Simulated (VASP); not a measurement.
VASP ran on this input.

### INCAR
```
# general
SYSTEM  = PtAs2
PREC    = Accurate
ENCUT   = 345   # plane-wave cut-off (eV)
LREAL   = .FALSE.   # projection in real space or not
LASPH   = .TRUE.   # aspherical one-centre terms

# electronic loop
EDIFF   = 1E-6
NELM    = 100   # most electronic steps
ALGO    = Normal
LMAXMIX = 6

# smearing
ISMEAR  = 0   # Gaussian
SIGMA   = 0.02   # width (eV)

# ions
ISIF    = 2   # forces and stress, cell fixed

# output
LWAVE   = .FALSE.
LCHARG  = .FALSE.
```

**KPOINTS**
```
Automatic mesh
0
Gamma
3 3 3
0 0 0
```

**POSCAR**
```
PtAs2
1
    6.0297000000     0.0000000000     0.0000000000
    0.0000000000     6.0297000000     0.0000000000
    0.0000000000     0.0000000000     6.0297000000
As Pt
8 4
Direct
  0.6170000000   0.8830000000   0.1170000000
  0.1170000000   0.6170000000   0.8830000000
  0.6170000000   0.6170000000   0.6170000000
  0.3830000000   0.3830000000   0.3830000000
  0.8830000000   0.1170000000   0.6170000000
  0.8830000000   0.3830000000   0.1170000000
  0.1170000000   0.8830000000   0.3830000000
  0.3830000000   0.1170000000   0.8830000000
  0.0000000000   0.5000000000   0.5000000000
  0.5000000000   0.0000000000   0.5000000000
  0.0000000000   0.0000000000   0.0000000000
  0.5000000000   0.5000000000   0.0000000000
```

POTCAR, in this order: As Pt (LDA.64 set). Program: vasp_std.

Question: Translate this LDA calculation to Ansatz.

Answer: One equivalent input (not run):
Ansatz 0.2 input:
```yaml
crystal:
  lattice:
    - [6.0297000, 0.0000000, 0.0000000]
    - [0.0000000, 6.0297000, 0.0000000]
    - [0.0000000, 0.0000000, 6.0297000]
  atoms:
    - { symbol: As, position: [0.6170000, 0.8830000, 0.1170000] }
    - { symbol: As, position: [0.1170000, 0.6170000, 0.8830000] }
    - { symbol: As, position: [0.6170000, 0.6170000, 0.6170000] }
    - { symbol: As, position: [0.3830000, 0.3830000, 0.3830000] }
    - { symbol: As, position: [0.8830000, 0.1170000, 0.6170000] }
    - { symbol: As, position: [0.8830000, 0.3830000, 0.1170000] }
    - { symbol: As, position: [0.1170000, 0.8830000, 0.3830000] }
    - { symbol: As, position: [0.3830000, 0.1170000, 0.8830000] }
    - { symbol: Pt, position: [0.0000000, 0.5000000, 0.5000000] }
    - { symbol: Pt, position: [0.5000000, 0.0000000, 0.5000000] }
    - { symbol: Pt, position: [0.0000000, 0.0000000, 0.0000000] }
    - { symbol: Pt, position: [0.5000000, 0.5000000, 0.0000000] }
kpoints:
  mp_grid: { grid: [3, 3, 3] }
hamiltonian:
  xc: lda
  pseudopotentials: { kind: paw }
scf:
  occupations: { method: gaussian, width: 0.02 }
  max_iter: 100
output: { forces: true, stress: true, eigenvalues: true }
```
Limits of the translation: each code has its own PAW files, so the cut-off isn't converted (ENCUT is set for VASP's; basis.ecutwfc is left out, and Ansatz then takes the one that its files recommend); Ansatz stops its SCF on the density residual and VASP on the energy change (EDIFF); Ansatz's lda is the Perdew-Wang form, while the LDA potentials of VASP carry Perdew-Zunger's.

The structure is a typed PtAs2 crystal. The cell was not relaxed at this level. The run is one of a series of settings (ENCUT = 345 against the base run), some of them coarse on purpose.
